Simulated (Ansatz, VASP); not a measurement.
**TiB2: VASP beside Ansatz**

Wanted: the spread between two codes on one cell, functional and k mesh. The cell is taken from a series of runs on this material, whose earlier steps may have relaxed, scaled, displaced or heated it; both programs get it as it stands.

Main program and level: Ansatz 0.2.0; plane waves, with VASP 6.6.1 beside it; zone-centre phonons at LDA.

## 1. The starting structure

It takes space group P6/mmm (No. 191, hexagonal). The conventional cell has a = 2.994 Å, b = 2.994 Å, c = 3.160 Å, α = 90.00°, β = 90.00°, γ = 120.00°. B has 3 B at 1.73 Å and 6 Ti at 2.34 Å nearest. Nearest to Ti lie 12 B at 2.34 Å. Farther neighbours are not listed.

As a file:

```
B Ti
1.0
     2.99359    0.00000    0.00000
    -1.49679    2.59252    0.00000
     0.00000    0.00000    3.16003
B Ti
2 1
Direct
  0.33333 0.66667 0.50000
  0.66667 0.33333 0.50000
  0.00000 0.00000 0.00000
```

## 2. VASP: zone-centre phonons, LDA

Second derivatives magnify differences that forces hide, and they need a tight electronic threshold.

Lines of VASP's logs that name or quote its potential files are left out, and so is its time.

The input, INCAR:

```
SYSTEM = TiB2
PREC = Accurate
ENCUT = 500
EDIFF = 1E-08
NELM = 120
ISMEAR = 1
SIGMA = 0.2
LREAL = .FALSE.
ALGO = Normal
GGA = CA
NBANDS = 15
LASPH = .TRUE.
LORBIT = 11
LWAVE = .FALSE.
LCHARG = .FALSE.
ISIF = 2
IBRION = 8
GGA_COMPAT = .FALSE.
KPAR = 2
```

The input, POSCAR:

```
TiB2
1.0
    2.9935898201      0.0000000000      0.0000000000
   -1.4967949100      2.5925248327      0.0000000000
    0.0000000000      0.0000000000      3.1600306491
B Ti
2 1
Direct
    0.3333333333      0.6666666667      0.5000000000
    0.6666666667      0.3333333333      0.5000000000
    0.0000000000      0.0000000000      0.0000000000
```

The input, KPOINTS:

```
Automatic mesh
0
Gamma
18 18 16
0 0 0
```

PAW data sets: B and Ti_sv (LDA family, release 64).

Command:

```console
$ mpirun -np 2 vasp_std
```

Numbers of over 12 decimals in the logs are rounded to 6 here.

Output:

```text
[banner, memory and clock lines left out]
running    2 mpi-ranks, on    1 nodes
 distrk:  each k-point on    1 cores,    2 groups
 distr:  one band on    1 cores,    1 groups

 POSCAR found type information on POSCAR B Ti
 POSCAR found :  2 types and       3 ions
 LDA part: xc-table for (Slater(with rela. corr.)+CA(PZ))
 , standard interpolation
 POSCAR, INCAR and KPOINTS ok, starting setup
 FFT: planning ... GRIDC
 FFT: planning ... GRID_SOFT
 FFT: planning ... GRID
 WAVECAR not read
 entering main loop
       N       E                     dE             d eps       ncg     rms          rms(c)
DAV:   1     0.118466123947E+03    0.11847E+03   -0.89486E+03 10027   0.134E+03
DAV:   2    -0.247737981924E+02   -0.14324E+03   -0.13846E+03 10536   0.352E+02
DAV:   3    -0.320254705138E+02   -0.72517E+01   -0.71762E+01 14409   0.777E+01
DAV:   4    -0.322161079203E+02   -0.19064E+00   -0.19046E+00 12228   0.111E+01
DAV:   5    -0.322208324630E+02   -0.47245E-02   -0.47243E-02 14772   0.149E+00    0.173E+01
DAV:   6    -0.269261181322E+02    0.52947E+01   -0.21686E+01 13994   0.532E+01    0.379E+00
DAV:   7    -0.269228827883E+02    0.32353E-02   -0.13162E+00 10670   0.134E+01    0.355E+00
DAV:   8    -0.269211284399E+02    0.17543E-02   -0.83036E-02 16333   0.247E+00    0.949E-01
DAV:   9    -0.269213643971E+02   -0.23596E-03   -0.31242E-02 12385   0.250E+00    0.255E-01
DAV:  10    -0.269209364328E+02    0.42796E-03   -0.36520E-03 13633   0.776E-01    0.765E-02
DAV:  11    -0.269209055955E+02    0.30837E-04   -0.27713E-04 13234   0.173E-01    0.737E-02
DAV:  12    -0.269208915590E+02    0.14036E-04   -0.79083E-05 13365   0.112E-01    0.804E-03
DAV:  13    -0.269208911108E+02    0.44823E-06   -0.29861E-06 12085   0.196E-02    0.280E-03
DAV:  14    -0.269208911270E+02   -0.16239E-07   -0.30271E-07 12344   0.565E-03    0.123E-03
DAV:  15    -0.269208910999E+02    0.27083E-07   -0.73323E-08 12550   0.215E-03    0.404E-04
DAV:  16    -0.269208911010E+02   -0.10300E-08   -0.21850E-09  6066   0.533E-04
   1 F= -.26920891E+02 E0= -.26921058E+02  d E =0.501244E-03
 Linear response reoptimize wavefunctions to high precision
DAV:   1    -0.269208911020E+02   -0.10407E-08   -0.75555E-10  7164   0.314E-04
DAV:   2    -0.269208911020E+02   -0.79581E-11   -0.10947E-10  5366   0.112E-04
 Linear response DOF=           4
 Linear response progress:
  Degree of freedom:   1/  4
       N       E                     dE             d eps       ncg     rms          rms(c)
RMM:   1    -0.516396887048E-01   -0.51640E-01   -0.29636E-02102374   0.146E+00
RMM:   2    -0.457391505556E-01    0.59005E-02   -0.30146E-03 85690   0.379E-01    0.177E-01
RMM:   3    -0.454934559479E-01    0.24569E-03   -0.11943E-03 86315   0.195E-01    0.872E-02
RMM:   4    -0.460889655263E-01   -0.59551E-03   -0.83612E-04 85737   0.149E-01    0.930E-03
RMM:   5    -0.460850731154E-01    0.38924E-05   -0.14487E-04104657   0.539E-02    0.336E-03
RMM:   6    -0.461069700716E-01   -0.21897E-04   -0.30749E-05108631   0.227E-02    0.144E-03
RMM:   7    -0.460988921670E-01    0.80779E-05   -0.58191E-06106058   0.968E-03    0.471E-04
RMM:   8    -0.461048186144E-01   -0.59264E-05   -0.13185E-06107679   0.475E-03    0.225E-04
RMM:   9    -0.461030178160E-01    0.18008E-05   -0.54206E-07108427   0.235E-03    0.661E-05
RMM:  10    -0.461031971522E-01   -0.17934E-06   -0.28519E-07109105   0.118E-03    0.173E-05
RMM:  11    -0.461033015389E-01   -0.10439E-06   -0.27143E-08111966   0.613E-04    0.151E-05
RMM:  12    -0.461032639858E-01    0.37553E-07   -0.65960E-08110181   0.327E-04    0.115E-05
RMM:  13    -0.461032344484E-01    0.29537E-07   -0.76170E-09109484   0.177E-04    0.858E-06
RMM:  14    -0.461032300203E-01    0.44282E-08   -0.15311E-08112317   0.993E-05    0.464E-06
 first order change of Fermi-energy   0.60368E-04
 force on displaced ion       1 direction 1 : -20.690   0.000   0.000
 Linear response progress:
  Degree of freedom:   2/  4
       N       E                     dE             d eps       ncg     rms          rms(c)
RMM:   1    -0.473523627489E-01   -0.47352E-01    0.10436E-02 32589   0.180E+00
RMM:   2    -0.452263330383E-01    0.21260E-02   -0.25261E-03 30140   0.363E-01    0.136E-01
RMM:   3    -0.451195126822E-01    0.10682E-03   -0.11246E-03 30719   0.192E-01    0.654E-02
RMM:   4    -0.455818364364E-01   -0.46232E-03   -0.60222E-04 31331   0.134E-01    0.124E-02
RMM:   5    -0.456328715960E-01   -0.51035E-04   -0.12040E-04 35609   0.545E-02    0.352E-03
RMM:   6    -0.456590469401E-01   -0.26175E-04   -0.24058E-05 37416   0.243E-02    0.140E-03
RMM:   7    -0.456465128105E-01    0.12534E-04   -0.55161E-06 36465   0.111E-02    0.556E-04
RMM:   8    -0.456494341532E-01   -0.29213E-05    0.14114E-06 37124   0.562E-03    0.184E-04
RMM:   9    -0.456495548769E-01   -0.12072E-06   -0.40979E-06 37363   0.274E-03    0.124E-04
RMM:  10    -0.456491842031E-01    0.37067E-06   -0.25699E-06 36382   0.147E-03    0.130E-04
RMM:  11    -0.456498422553E-01   -0.65805E-06   -0.19220E-06 36646   0.762E-04    0.532E-05
RMM:  12    -0.456497865852E-01    0.55670E-07   -0.10117E-06 38079   0.410E-04    0.119E-05
RMM:  13    -0.456497518332E-01    0.34752E-07   -0.66625E-07 38071   0.211E-04    0.475E-06
RMM:  14    -0.456497491659E-01    0.26673E-08   -0.37510E-07 37528   0.114E-04    0.127E-05
RMM:  15    -0.456497395357E-01    0.96302E-08   -0.19484E-07 37319   0.620E-05    0.612E-06
RMM:  16    -0.456497307304E-01    0.88053E-08   -0.11933E-07 38333   0.352E-05    0.295E-06
RMM:  17    -0.456497288950E-01    0.18354E-08   -0.58304E-08 37303   0.205E-05    0.101E-06
 first order change of Fermi-energy  -0.25096E-03
 force on displaced ion       1 direction 3 :  -0.000   0.000 -10.548
 Linear response progress:
  Degree of freedom:   3/  4
       N       E                     dE             d eps       ncg     rms          rms(c)
RMM:   1    -0.672807520255E+00   -0.67281E+00    0.78691E+00 24881   0.129E+02
RMM:   2    -0.636520922598E+00    0.36287E-01   -0.32288E-01 41108   0.510E+00    0.179E-01
RMM:   3    -0.635215159421E+00    0.13058E-02   -0.22233E-02 48513   0.123E+00    0.785E-02
RMM:   4    -0.635106957029E+00    0.10820E-03   -0.12237E-02 54373   0.550E-01    0.183E-02
RMM:   5    -0.635923723854E+00   -0.81677E-03   -0.10866E-03 55849   0.189E-01    0.949E-03
RMM:   6    -0.636247599049E+00   -0.32388E-03   -0.28244E-04 57613   0.819E-02    0.420E-03
RMM:   7    -0.636424026089E+00   -0.17643E-03   -0.64958E-05 56033   0.374E-02    0.818E-04
RMM:   8    -0.636455620881E+00   -0.31595E-04   -0.20590E-05 59552   0.168E-02    0.256E-04
RMM:   9    -0.636462169965E+00   -0.65491E-05   -0.11929E-05 59108   0.874E-03    0.156E-04
RMM:  10    -0.636467258056E+00   -0.50881E-05   -0.71954E-06 59356   0.473E-03    0.104E-04
RMM:  11    -0.636477216923E+00   -0.99589E-05   -0.54254E-06 55562   0.307E-03    0.138E-04
RMM:  12    -0.636472080099E+00    0.51368E-05   -0.40454E-06 57225   0.203E-03    0.549E-05
RMM:  13    -0.636473366387E+00   -0.12863E-05   -0.26313E-06 58559   0.142E-03    0.340E-05
RMM:  14    -0.636472956807E+00    0.40958E-06   -0.18378E-06 60371   0.108E-03    0.609E-05
RMM:  15    -0.636473718978E+00   -0.76217E-06   -0.13628E-06 55960   0.878E-04    0.442E-05
RMM:  16    -0.636473979425E+00   -0.26045E-06   -0.98198E-07 58392   0.729E-04    0.393E-05
RMM:  17    -0.636474420586E+00   -0.44116E-06   -0.72416E-07 55247   0.625E-04    0.321E-05
RMM:  18    -0.636474446478E+00   -0.25893E-07   -0.51959E-07 59079   0.538E-04    0.388E-05
RMM:  19    -0.636474904840E+00   -0.45836E-06   -0.33572E-07 51154   0.482E-04    0.316E-05
RMM:  20    -0.636475086344E+00   -0.18150E-06   -0.17217E-07 51390   0.423E-04    0.264E-05
RMM:  21    -0.636475116477E+00   -0.30133E-07   -0.50854E-08 51616   0.375E-04    0.223E-05
RMM:  22    -0.636475143510E+00   -0.27034E-07    0.23422E-08 50449   0.337E-04    0.171E-05
RMM:  23    -0.636475140829E+00    0.26810E-08   -0.74149E-10 51084   0.301E-04    0.126E-05
 first order change of Fermi-energy   0.28655E-03
 force on displaced ion       3 direction 1 : -15.748   0.000   0.000
 Linear response progress:
  Degree of freedom:   4/  4
       N       E                     dE             d eps       ncg     rms          rms(c)
RMM:   1    -0.774292788434E+00   -0.77429E+00    0.89316E-01 10265   0.125E+02
RMM:   2    -0.726888738170E+00    0.47404E-01   -0.30425E-01 16338   0.473E+00    0.198E-01
RMM:   3    -0.726051917398E+00    0.83682E-03   -0.23385E-02 19097   0.117E+00    0.879E-02
RMM:   4    -0.726672722483E+00   -0.62081E-03   -0.15936E-02 20947   0.566E-01    0.255E-02
RMM:   5    -0.727714290921E+00   -0.10416E-02   -0.14108E-03 21883   0.188E-01    0.166E-02
RMM:   6    -0.728748418753E+00   -0.10341E-02   -0.28918E-04 19884   0.935E-02    0.664E-03
RMM:   7    -0.728475049213E+00    0.27337E-03   -0.79023E-05 21299   0.399E-02    0.204E-03
RMM:   8    -0.728539549414E+00   -0.64500E-04   -0.25403E-05 22863   0.190E-02    0.689E-04
RMM:   9    -0.728559198182E+00   -0.19649E-04   -0.19808E-05 23127   0.969E-03    0.237E-04
RMM:  10    -0.728558873502E+00    0.32468E-06   -0.14006E-05 23374   0.549E-03    0.189E-04
RMM:  11    -0.728560638524E+00   -0.17650E-05   -0.14510E-05 23507   0.344E-03    0.187E-04
RMM:  12    -0.728557548081E+00    0.30904E-05   -0.12013E-05 22764   0.245E-03    0.309E-04
RMM:  13    -0.728564381220E+00   -0.68331E-05   -0.10601E-05 20866   0.193E-03    0.142E-04
RMM:  14    -0.728569515473E+00   -0.51343E-05   -0.10301E-05 21111   0.155E-03    0.179E-05
RMM:  15    -0.728570030668E+00   -0.51520E-06   -0.75524E-06 23861   0.118E-03    0.195E-05
RMM:  16    -0.728570288444E+00   -0.25778E-06   -0.71980E-06 23365   0.969E-04    0.200E-05
RMM:  17    -0.728570284173E+00    0.42711E-08   -0.60577E-06 23458   0.819E-04    0.177E-05
 first order change of Fermi-energy   0.20220E-02
 force on displaced ion       3 direction 3 :  -0.000  -0.000 -16.107
 Linear response finished
```

OUTCAR, selected parts (step 2):

```text
ion  position               nearest neighbor table
   1  0.333  0.667  0.500-   2 1.73   2 1.73   2 1.73   3 2.34   3 2.34   3 2.34   3 2.34   3 2.34
                             3 2.34
   2  0.667  0.333  0.500-   1 1.73   1 1.73   1 1.73   3 2.34   3 2.34   3 2.34   3 2.34   3 2.34
                             3 2.34
   3  0.000  0.000  0.000-   1 2.34   2 2.34   1 2.34   2 2.34   1 2.34   1 2.34   2 2.34   2 2.34
                             2 2.34   2 2.34   1 2.34   1 2.34

  LATTYP: Found a hexagonal cell.
 ALAT       =     2.9935898201
 C/A-ratio  =     1.0555990764

 Subroutine GETGRP returns: Found 24 space group operations
 (whereof 24 operations were pure point group operations)

The static configuration has the point symmetry D_6h.

 Found    333 irreducible k-points:

   k-points           NKPTS =    333   k-points in BZ     NKDIM =    333   number of bands    NBANDS=     15

   dimension x,y,z NGX =    24 NGY =   24 NGZ =   24
   dimension x,y,z NGXF=    48 NGYF=   48 NGZF=   48

   ENCUT  =  500.0 eV  36.75 Ry    6.06 a.u.   5.46  5.46  5.76*2*pi/ulx,y,z

   NELECT =      18.0000    total number of electrons

 k-points in reciprocal lattice and weights: Automatic mesh
   0.00000000  0.00000000  0.00000000       0.000
   0.05555556  0.00000000  0.00000000       0.001
   0.11111111  0.00000000  0.00000000       0.001
   0.16666667  0.00000000  0.00000000       0.001
   0.22222222  0.00000000  0.00000000       0.001
   0.27777778 -0.00000000  0.00000000       0.001
   0.33333333 -0.00000000  0.00000000       0.001
   0.38888889  0.00000000  0.00000000       0.001
   0.44444444  0.00000000  0.00000000       0.001
[...]
0.33333333  0.27777778  0.50000000       0.002
   0.33333333  0.33333333  0.50000000       0.000

 average (electrostatic) potential at core
       1 -26.9562       2 -26.9562       3 -70.2328

  Total        0.0893107      0.0893107      0.0864229      0.0000000     -0.0000000      0.0000000
  in kB        5.8345523      5.8345523      5.6458947      0.0000000     -0.0000000      0.0000000
  external PRESSURE =       5.7716665 kB  Pullay stress =       0.0000000 kB

  energy-cutoff  :      500.00
  volume of cell :       24.52
      direct lattice vectors                 reciprocal lattice vectors
     2.993589820  0.000000000  0.000000000     0.334047101  0.192862183  0.000000000
    -1.496794910  2.592524833  0.000000000     0.000000000  0.385724367  0.000000000
     0.000000000  0.000000000  3.160030649     0.000000000  0.000000000  0.316452627

 POSITION                                       TOTAL-FORCE (eV/Angst)
 -----------------------------------------------------------------------------------
     -0.00000      1.72835      1.58002        -0.000000      0.000000     -0.000000
      1.49679      0.86417      1.58002         0.000000      0.000000      0.000000
      0.00000      0.00000      0.00000        -0.000000      0.000000      0.000000
 -----------------------------------------------------------------------------------
    total drift:                               -0.000000      0.000000      0.000000

 Eigenvectors and eigenvalues of the dynamical matrix
 ----------------------------------------------------

   1 f  =   27.526784 THz   172.955885 2PiTHz  918.194682 cm-1   113.841580 meV
             X         Y         Z           dx          dy          dz
     -0.000000  1.728350  1.580015    -0.575195   -0.411279    0.000000
      1.496795  0.864175  1.580015     0.575195    0.411279   -0.000000
      0.000000  0.000000  0.000000    -0.000000   -0.000000   -0.000000

   2 f  =   27.526784 THz   172.955885 2PiTHz  918.194681 cm-1   113.841580 meV
             X         Y         Z           dx          dy          dz
     -0.000000  1.728350  1.580015    -0.411279    0.575195    0.000000
      1.496795  0.864175  1.580015     0.411279   -0.575195   -0.000000
      0.000000  0.000000  0.000000     0.000000    0.000000    0.000000

   3 f  =   17.166746 THz   107.861849 2PiTHz  572.621024 cm-1    70.995927 meV
             X         Y         Z           dx          dy          dz
     -0.000000  1.728350  1.580015     0.000000    0.000000   -0.707107
      1.496795  0.864175  1.580015     0.000000    0.000000    0.707107
      0.000000  0.000000  0.000000    -0.000000   -0.000000    0.000000

   4 f  =   16.261331 THz   102.172957 2PiTHz  542.419624 cm-1    67.251432 meV
             X         Y         Z           dx          dy          dz
     -0.000000  1.728350  1.580015     0.000000    0.000000   -0.586977
      1.496795  0.864175  1.580015     0.000000    0.000000   -0.586977
      0.000000  0.000000  0.000000    -0.000000   -0.000000    0.557599

   5 f  =   16.066435 THz   100.948387 2PiTHz  535.918578 cm-1    66.445405 meV
             X         Y         Z           dx          dy          dz
     -0.000000  1.728350  1.580015     0.477306    0.341284    0.000000
      1.496795  0.864175  1.580015     0.477306    0.341284   -0.000000
      0.000000  0.000000  0.000000    -0.453938   -0.324575   -0.000000

   6 f  =   16.066435 THz   100.948387 2PiTHz  535.918578 cm-1    66.445405 meV
             X         Y         Z           dx          dy          dz
     -0.000000  1.728350  1.580015     0.341284   -0.477306   -0.000000
      1.496795  0.864175  1.580015     0.341284   -0.477306   -0.000000
      0.000000  0.000000  0.000000    -0.324575    0.453938    0.000000

   7 f/i=    0.003210 THz     0.020171 2PiTHz    0.107086 cm-1     0.013277 meV
             X         Y         Z           dx          dy          dz
     -0.000000  1.728350  1.580015     0.000000    0.000000    0.394282
      1.496795  0.864175  1.580015     0.000000    0.000000    0.394282
      0.000000  0.000000  0.000000     0.000000    0.000000    0.830111

   8 f/i=    0.005369 THz     0.033732 2PiTHz    0.179075 cm-1     0.022203 meV
             X         Y         Z           dx          dy          dz
     -0.000000  1.728350  1.580015    -0.351355   -0.179593    0.000000
      1.496795  0.864175  1.580015    -0.351355   -0.179593    0.000000
      0.000000  0.000000  0.000000    -0.738886   -0.377676    0.000000

   9 f/i=    0.005369 THz     0.033732 2PiTHz    0.179075 cm-1     0.022203 meV
             X         Y         Z           dx          dy          dz
     -0.000000  1.728350  1.580015     0.179593   -0.351355    0.000000
      1.496795  0.864175  1.580015     0.179593   -0.351355    0.000000
      0.000000  0.000000  0.000000     0.377676   -0.738886    0.000000

 ELASTIC MODULI CONTR FROM IONIC RELAXATION (kBar)
 Direction    XX          YY          ZZ          XY          YZ          ZX
 --------------------------------------------------------------------------------
 XX         -54.3874     54.3874     -0.0000     -0.0000      0.0000     -0.0000
 YY          54.3874    -54.3874      0.0000     -0.0000      0.0000      0.0000
 ZZ          -0.0000      0.0000     -0.0000     -0.0000      0.0000     -0.0000
 XY          -0.0000     -0.0000     -0.0000    -54.3874      0.0000     -0.0000
 YZ           0.0000      0.0000      0.0000      0.0000      0.0000      0.0000
 ZX          -0.0000      0.0000     -0.0000     -0.0000      0.0000     -0.0000
 --------------------------------------------------------------------------------
```

[end of part 1 of 2]

[Lines on the potential files, build, host, timing and source positions are cut from VASP's logs without a mark.]

[Logs are printed without paths, hosts, clocks, repeated set-up lines and the standing remarks that a program may print on its own settings, such as how far it seeks lower states.]

[Hosts, paths, dates, database ids (printed as entryN), source tags and the programs' standing remarks are cut or masked in the printed files.]
